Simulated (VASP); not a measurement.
## V on the W site in a supercell of W

How easily does V on the W site form in W? The host is relaxed first, then a supercell is run with and without the defect.

Program: VASP 6.6.1. Level of theory: PBEsol; plane waves and PAW (W), in the first sound run; inputs show where later runs differ. Results are calculated unless marked as measured.

### Step 1. The host crystal

It takes space group Im-3m (No. 229, cubic). The conventional cell has a = 3.160 Å, b = 3.160 Å, c = 3.160 Å, α = 90.00°, β = 90.00°, γ = 90.00°. W has 8 W at 2.74 Å nearest.

As a file:

```
W
1.0
    -1.58000    1.58000    1.58000
     1.58000   -1.58000    1.58000
     1.58000    1.58000   -1.58000
W
1
Direct
  0.00000 0.00000 0.00000
```

### Step 2. The host at zero pressure

First cell and atoms are relaxed at a raised cutoff, so that later runs start from this functional's own cell.

Contents of INCAR:

```
SYSTEM = W
PREC = Accurate
ENCUT = 350
EDIFF = 1E-06
NELM = 120
ISMEAR = 1
SIGMA = 0.15
LREAL = .FALSE.
ALGO = Normal
GGA = PS
NBANDS = 9
LASPH = .TRUE.
LORBIT = 11
LWAVE = .FALSE.
LCHARG = .FALSE.
KPAR = 8
IBRION = 2
NSW = 40
ISIF = 3
EDIFFG = -0.02
POTIM = 0.4
```

Contents of POSCAR:

```
W
1.0
   -1.5800000000      1.5800000000      1.5800000000
    1.5800000000     -1.5800000000      1.5800000000
    1.5800000000      1.5800000000     -1.5800000000
W
1
Direct
    0.0000000000      0.0000000000      0.0000000000
```

Contents of KPOINTS:

```
Automatic mesh
0
Gamma
15 15 15
0 0 0
```

The projector-augmented-wave data sets are W (PBE family, release 64).

Run with:

```bash
$ mpirun -np 8 vasp_std
```

What it wrote:

```text
[banner, memory and clock lines left out]
running    8 mpi-ranks, on    1 nodes
 distrk:  each k-point on    1 cores,    8 groups
 distr:  one band on    1 cores,    1 groups

 POSCAR found type information on POSCAR W
 POSCAR found :  1 types and       1 ions
|                                                                             |
|           W    W    AA    RRRRR   N    N  II  N    N   GGGG   !!!           |
|           W    W   A  A   R    R  NN   N  II  NN   N  G    G  !!!           |
|           W    W  A    A  R    R  N N  N  II  N N  N  G       !!!           |
|           W WW W  AAAAAA  RRRRR   N  N N  II  N  N N  G  GGG   !            |
|           WW  WW  A    A  R   R   N   NN  II  N   NN  G    G                |
|           W    W  A    A  R    R  N    N  II  N    N   GGGG   !!!           |
|                                                                             |
|     For optimal performance we recommend to set                             |
|       NCORE = 2 up to number-of-cores-per-socket                            |
|     NCORE specifies how many cores store one orbital (NPAR=cpu/NCORE).      |
|     This setting can greatly improve the performance of VASP for DFT.       |
|     The default, NCORE=1 might be grossly inefficient on modern             |
|     multi-core architectures or massively parallel machines. Do your        |
|     Unfortunately you need to use the default for GW and RPA                |
|     calculations (for HF NCORE is supported but not extensively tested      |
|     yet).                                                                   |
|                                                                             |

|                                                                             |
|               ----> ADVICE to this user running VASP <----                  |
|                                                                             |
|     You enforced a specific xc type in the INCAR file but a different       |
|     [... a line on the potential file left out ...]
|     I HOPE YOU KNOW WHAT YOU ARE DOING!                                     |
|                                                                             |

 LDA part: xc-table for (Slater+PW92), standard interpolation
 POSCAR, INCAR and KPOINTS ok, starting setup
 FFT: planning ... GRIDC
 FFT: planning ... GRID_SOFT
 FFT: planning ... GRID
 WAVECAR not read
 entering main loop
       N       E                     dE             d eps       ncg     rms          rms(c)
DAV:   1     0.676965623380E+00    0.67697E+00   -0.23790E+03  2208   0.403E+02
DAV:   2    -0.143672460148E+02   -0.15044E+02   -0.14414E+02  2559   0.109E+02
DAV:   3    -0.146078304464E+02   -0.24058E+00   -0.24021E+00  2511   0.109E+01
DAV:   4    -0.146084250194E+02   -0.59457E-03   -0.59455E-03  2450   0.592E-01
DAV:   5    -0.146084263974E+02   -0.13780E-05   -0.13785E-05  2519   0.262E-02    0.217E+01
DAV:   6    -0.140847015528E+02    0.52372E+00   -0.39516E-01  2350   0.396E+00    0.107E+01
DAV:   7    -0.138819873037E+02    0.20271E+00   -0.45951E-01  2441   0.414E+00    0.290E-01
DAV:   8    -0.138798702500E+02    0.21171E-02   -0.23551E-03  2335   0.353E-01    0.115E-01
DAV:   9    -0.138796855764E+02    0.18467E-03   -0.16129E-04  2632   0.598E-02    0.139E-02
DAV:  10    -0.138796859757E+02   -0.39933E-06   -0.98252E-06  2445   0.216E-02
   1 F= -.13879686E+02 E0= -.13880062E+02  d E =-.138797E+02
 curvature:   0.00 expect dE= 0.000E+00 dE for cont linesearch  0.000E+00
 trial: gam= 0.00000 g(F)=  0.762E-64 g(S)=  0.301E-01 ort = 0.000E+00 (trialstep = 0.100E+01)
 search vector abs. value=  0.301E-01
 bond charge predicted
       N       E                     dE             d eps       ncg     rms          rms(c)
DAV:   1    -0.138721383356E+02    0.75472E-02   -0.11965E+00  2175   0.797E+00    0.334E+00
DAV:   2    -0.138560927386E+02    0.16046E-01   -0.14153E-02  2460   0.857E-01    0.148E+00
DAV:   3    -0.138509285999E+02    0.51641E-02   -0.12100E-02  2804   0.698E-01    0.363E-02
DAV:   4    -0.138509789909E+02   -0.50391E-04   -0.84231E-05  2413   0.602E-02    0.253E-02
DAV:   5    -0.138510174324E+02   -0.38442E-04   -0.70088E-05  2507   0.405E-02    0.501E-03
DAV:   6    -0.138510174242E+02    0.82010E-08   -0.59954E-07  2036   0.605E-03
   2 F= -.13851017E+02 E0= -.13851112E+02  d E =0.286686E-01
 trial-energy change:    0.028669  1 .order    0.029530   -0.030085    0.089145
 step:   0.2607(harm=  0.2523)  dis= 0.00000  next Energy=   -13.883623 (dE=-0.394E-02)
 bond charge predicted
       N       E                     dE             d eps       ncg     rms          rms(c)
DAV:   1    -0.138950713517E+02   -0.44054E-01   -0.63414E-01  2174   0.563E+00    0.248E+00
DAV:   2    -0.138863512380E+02    0.87201E-02   -0.85702E-03  2445   0.686E-01    0.110E+00
DAV:   3    -0.138836795805E+02    0.26717E-02   -0.64332E-03  2784   0.496E-01    0.238E-02
DAV:   4    -0.138836918016E+02   -0.12221E-04   -0.41698E-05  2387   0.427E-02    0.122E-02
DAV:   5    -0.138837067198E+02   -0.14918E-04   -0.45448E-05  2440   0.311E-02    0.378E-03
DAV:   6    -0.138837069094E+02   -0.18960E-06   -0.29135E-07  1637   0.438E-03
   3 F= -.13883707E+02 E0= -.13884021E+02  d E =-.402093E-02
 curvature:  -0.13 expect dE=-0.909E-06 dE for cont linesearch -0.909E-06
 trial: gam=-0.01524 g(F)=  0.509E-64 g(S)=  0.721E-05 ort = 0.466E-03 (trialstep = 0.852E+00)
 search vector abs. value=  0.183E-08
 reached required accuracy - stopping structural energy minimisation
```

It took 16 s on 8 MPI ranks of AMD EPYC 7R43, shared host; peak memory 0.71 GiB; 1.9 min of CPU time.

The logs omit lines about the potential files and the build; timing stands in the text.

From OUTCAR (step 2):

```text
ion  position               nearest neighbor table
   1  0.000  0.000  0.000-

  LATTYP: Found a body centered cubic cell.
 ALAT       =     3.1600000000

 Subroutine GETGRP returns: Found 48 space group operations
 (whereof 48 operations were pure point group operations)

The static configuration has the point symmetry O_h .

 Found    120 irreducible k-points:

   k-points           NKPTS =    120   k-points in BZ     NKDIM =    120   number of bands    NBANDS=      9

   dimension x,y,z NGX =    18 NGY =   18 NGZ =   18
   dimension x,y,z NGXF=    36 NGYF=   36 NGZF=   36

   ENCUT  =  350.0 eV  25.72 Ry    5.07 a.u.   4.17  4.17  4.17*2*pi/ulx,y,z

   NELECT =       6.0000    total number of electrons

 k-points in reciprocal lattice and weights: Automatic mesh
   0.00000000  0.00000000  0.00000000       0.000
   0.06666667  0.00000000  0.00000000       0.004
   0.13333333  0.00000000  0.00000000       0.004
   0.20000000  0.00000000  0.00000000       0.004
   0.26666667  0.00000000  0.00000000       0.004
   0.33333333  0.00000000  0.00000000       0.004
   0.40000000  0.00000000  0.00000000       0.004
   0.46666667  0.00000000  0.00000000       0.004
   0.06666667  0.06666667  0.00000000       0.007
[...]
-0.46666667 -0.46666667  0.40000000       0.002
  -0.46666667  0.46666667  0.46666667       0.002

 average (electrostatic) potential at core
       1 -37.4596

 E-fermi :   7.8560

 k-point     1 :       0.0000    0.0000    0.0000
  band No.  band energies     occupation
      1      -1.8731      2.00000
      2       6.5897      2.00000
      3       6.5897      2.00000
      4       6.5897      2.00000
      5      10.1332     -0.00000
      6      10.1332     -0.00000
      7      23.2180      0.00000
      8      23.2180      0.00000
      9      23.2180      0.00000

 k-point     2 :       0.0667    0.0000    0.0000
  band No.  band energies     occupation
      1      -1.6585      2.00000
      2       6.4567      2.00000
      3       6.5600      2.00000
      4       6.8045      2.00000
      5       9.9258     -0.00000
      6      10.1368     -0.00000
      7      23.4034      0.00000
      8      23.5927      0.00000
      9      23.7513      0.00000

 k-point     3 :       0.1333    0.0000    0.0000
  band No.  band energies     occupation
      1      -1.0476      2.00000
      2       6.1013      2.00000
      3       6.4187      2.00000
      4       7.4398      2.00062
      5       9.5472     -0.00000
      6      10.1618     -0.00000
      7      23.8120      0.00000
      8      24.6692      0.00000
      9      24.9913      0.00000

  Total       -0.0078909     -0.0078909     -0.0078909      0.0000000      0.0000000     -0.0000000
  in kB       -0.8137741     -0.8137741     -0.8137741      0.0000000      0.0000000     -0.0000000
  external PRESSURE =      -0.8137741 kB  Pullay stress =       0.0000000 kB

  energy-cutoff  :      350.00
  volume of cell :       15.54
      direct lattice vectors                 reciprocal lattice vectors
    -1.571896950  1.571896950  1.571896950     0.000000000  0.318087009  0.318087009
     1.571896950 -1.571896950  1.571896950     0.318087009  0.000000000  0.318087009
     1.571896950  1.571896950 -1.571896950     0.318087009  0.318087009  0.000000000

 POSITION                                       TOTAL-FORCE (eV/Angst)
 -----------------------------------------------------------------------------------
      0.00000      0.00000      0.00000        -0.000000     -0.000000      0.000000
 -----------------------------------------------------------------------------------
    total drift:                                0.000000     -0.000000      0.000000

  FREE ENERGIE OF THE ION-ELECTRON SYSTEM (eV)
  ---------------------------------------------------
  free  energy   TOTEN  =       -13.8837069094 eV

  energy  without entropy=      -13.8846487271  energy(sigma->0) =      -13.88402085

 reached required accuracy - stopping structural energy minimisation

 total charge
# of ion       s       p       d       tot
------------------------------------------
    1        0.682   0.745   4.228   5.655

[... 3 further parts left out ...]
```

CONTCAR:

```
W
   1.00000000000000
    -1.5718969498685935    1.5718969498685935    1.5718969498685935
     1.5718969498685935   -1.5718969498685935    1.5718969498685935
     1.5718969498685935    1.5718969498685935   -1.5718969498685935
  W
     1
Direct
     0.0000000000000000    0.0000000000000000    0.0000000000000000
```

The PAW data sets were made with PBE, which is usual practice but a small mismatch for other functionals. The data set W keeps the semicore shell frozen, which is cheaper and a little less accurate. The run keeps the 48 symmetry operations of its start, so it cannot find a distortion of lower symmetry.

Relaxation path:

```
step  energy less that of the first step (eV)  largest force (eV/Å)  pressure (GPa)  volume (Å³)
   1                                   0.0000                0.0000           -5.18        15.78
   2                                   0.0287                0.0000           16.28        14.86
   3                                  -0.0040                0.0000           -0.08        15.54
```

```
conventional cell, symmetrised  before  after  change
                         a (Å)   3.160  3.144  -0.5 %
                         b (Å)   3.160  3.144  -0.5 %
                         c (Å)   3.160  3.144  -0.5 %
              volume (Å³/atom)   15.78  15.54  -1.5 %
```

The relaxed structure:

```xyz
1
Lattice="-1.5719 1.5719 1.5719 1.5719 -1.5719 1.5719 1.5719 1.5719 -1.5719" Properties=species:S:1:pos:R:3 pbc="T T T"
W     0.0000    0.0000    0.0000
```

This step gave:

```
electronic cycles                               : 22
electrons                                       : 6
free energy (TOTEN)                             : -13.88 eV
energy at zero smearing                         : -13.88 eV
Fermi energy                                    : 7.856 eV
labelled metallic, from the levels on this mesh : yes
```

The run ended after 3 ionic steps, 0.004 eV below its first step, once forces and stress met EDIFFG = -0.02.

[end of part 1 of 4]

[Lines on the potential files, build, host, timing and source positions are cut from VASP's logs without a mark.]

[Logs are printed without paths, hosts, clocks, repeated set-up lines and the standing remarks that a program may print on its own settings, such as how far it seeks lower states.]

[Hosts, paths, dates, database ids (printed as entryN), source tags and the programs' standing remarks are cut or masked in the printed files.]

[In band tables of VASP the shares of atoms and orbitals are scaled to a sum of 1 inside the atoms' spheres.]

[Runs that stopped without an error message from VASP are left out.]
